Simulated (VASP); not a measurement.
# TiC: relaxation of cell and atoms with PBEsol

TiC:

```
CELL_PARAMETERS angstrom
0.00000 2.15930 2.15930
2.15930 0.00000 2.15930
2.15930 2.15930 0.00000
ATOMIC_POSITIONS crystal
Ti 0.00000 0.00000 0.00000
C 0.50000 0.50000 0.50000
```

```yaml
Program: VASP 6.6.1
Task: relaxation of cell and atoms
Functional: PBEsol
Potentials_or_basis: VASP PAW PBE potentials, release 64 (Ti_sv, C)
Cutoff: 520 eV
k_mesh: 16 × 16 × 16
Occupations: gaussian, width 0.1 eV
Spin: no spin polarisation
Further_INCAR_settings: ALGO = Normal; EDIFF = 1e-07; IBRION = 2; EDIFFG = -0.002; NSW = 80; ISIF = 3
```

| Item | Value |
| --- | --- |
| Relaxed volume | 9.90 Å³/atom |
| Relaxed cell | a = 3.037 Å, b = 3.037 Å, c = 3.037 Å, α = 60.00°, β = 60.00°, γ = 60.00° |
| Space group after relaxing (to 0.05 Å) | Fm-3m (No. 225) |
| Energy gained by relaxing | 2.3 meV/atom |
| Ionic steps | 3 |
| Pressure after relaxing | 0.0 GPa |
| Band gap on the k mesh | none (metal or under the smearing width) |

The path:
```csv
step,energy change (eV),largest force (eV/Å),pressure (GPa),volume (Å³)
1,0.0000,0.0000,-4.29,20.14
2,0.0040,0.0000,6.26,19.36
3,-0.0045,0.0000,-0.02,19.80
```

Final structure:
```
Ti C
1.0
     0.00000    2.14740    2.14740
     2.14740    0.00000    2.14740
     2.14740    2.14740    0.00000
Ti C
1 1
Direct
  0.00000 0.00000 0.00000
  0.50000 0.50000 0.50000
```

Levels at points of the mesh, in eV from the Fermi level:
| k point | band 5 | band 6 | band 7 | band 8 | band 9 | band 10 | band 11 | band 12 |
| --- | --- | --- | --- | --- | --- | --- | --- | --- |
| (0.00, 0.00, 0.00) | -12.48 | 0.68 | 0.68 | 0.68 | 1.75 | 1.75 | 1.75 | 1.79 |
| (0.50, 0.00, 0.00) | -8.83 | -5.98 | -2.97 | -2.97 | 3.03 | 3.03 | 4.27 | 8.31 |
| (0.50, 0.50, 0.00) | -10.15 | -3.45 | -1.74 | 0.01 | 0.01 | 2.84 | 3.66 | 3.66 |

It took 51 s on 1 thread of Intel(R) Xeon(R) Platinum 8375C CPU @ 2.90GHz (Ice Lake), with other jobs on the host, peak memory 0.17 GiB.

Caveat: the PAW data sets were made with another functional, which shifts forces and pressure a little.
